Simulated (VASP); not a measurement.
VASP input:

INCAR:
```
SYSTEM = ZnSiP2
NELM = 100   ! most electronic steps
ALGO = Normal
ENCUT = 400
SIGMA = 0.05
LMAXMIX = 4   ! l cut-off of mixed one-centre charges
LASPH = .TRUE.   ! aspherical one-centre terms
LCHARG = .FALSE.
NSW = 60   ! most ionic steps
EDIFF = 1E-6
ISIF = 3   ! ions, shape and volume
ISMEAR = 0   ! Gaussian
EDIFFG = -0.02
PREC = Accurate
LREAL = .FALSE.   ! projection in real space or not
LWAVE = .FALSE.
IBRION = 2
```

File KPOINTS:
```
Automatic mesh
0
Gamma
5 5 5
0 0 0
```

**POSCAR**
```
ZnSiP2
1.0
 -2.6570727226   2.6570727226   5.1719972068
  2.6570727226  -2.6570727226   5.1719972068
  2.6570727226   2.6570727226  -5.1719972068
Zn Si P
2 2 4
Cartesian
  0.0000000000   0.0000000000   0.0000000000
  0.0000000000   2.6570727226   2.5859986034
  0.0000000000   0.0000000000   5.1719972068
  2.6570727226   0.0000000000   2.5859986034
  1.2575596112   1.3285363613   6.4649965085
  1.3285363613  -1.2575596112   3.8789979051
  1.3995131114   1.3285363613   1.2929993017
  1.3285363613   3.9146323338  -1.2929993017
```

POTCAR, in this order: Zn Si P (LDA.64 set). Program: vasp_std.

**Question.** Translate this LDA calculation to Quantum ESPRESSO's pw.x.

**Answer.** One equivalent input (not run):
```
&CONTROL
  calculation = 'vc-relax'
  pseudo_dir = './pseudo'
  outdir = './out'
  tprnfor = .true.
  tstress = .true.
  nstep = 60
  forc_conv_thr = 0.00078
/
&SYSTEM
  ibrav = 0
  nat = 8
  ntyp = 3
  ecutwfc = 84
  occupations = 'smearing'
  smearing = 'gaussian'
  degauss = 0.003675
  input_dft = 'pz'
/
&ELECTRONS
  conv_thr = 7.3e-08
  electron_maxstep = 100
/
&IONS
/
&CELL
/
ATOMIC_SPECIES
  Zn 65.380 Zn.upf
  Si 28.085 Si.upf
  P 30.974 P.upf
CELL_PARAMETERS angstrom
    -2.6570727    2.6570727    5.1719972
     2.6570727   -2.6570727    5.1719972
     2.6570727    2.6570727   -5.1719972
ATOMIC_POSITIONS crystal
  Zn   0.0000000  0.0000000  0.0000000
  Zn   0.7500000  0.2500000  0.5000000
  Si   0.5000000  0.5000000  0.0000000
  Si   0.2500000  0.7500000  0.5000000
  P    0.8750000  0.8616438  0.4866438
  P    0.1383562  0.6250000  0.0133562
  P    0.3750000  0.3883562  0.5133562
  P    0.6116438  0.1250000  0.9866438
K_POINTS automatic
  5 5 5 0 0 0
```
The two are equivalent in intent, not identical: the potentials are each code's own (VASP's PAW set, PseudoDojo norm-conserving files in pw.x), so ENCUT and ecutwfc are chosen apart and not converted; conv_thr bounds pw.x's estimated SCF error, while EDIFF bounds the energy change between steps; forc_conv_thr acts on force components and is met together with etot_conv_thr.

The compound is ZnSiP2 in the chalcopyrite structure. This run relaxes it. Symmetry was kept, so distortions that lower it aren't found. The start is the result of an earlier pass.
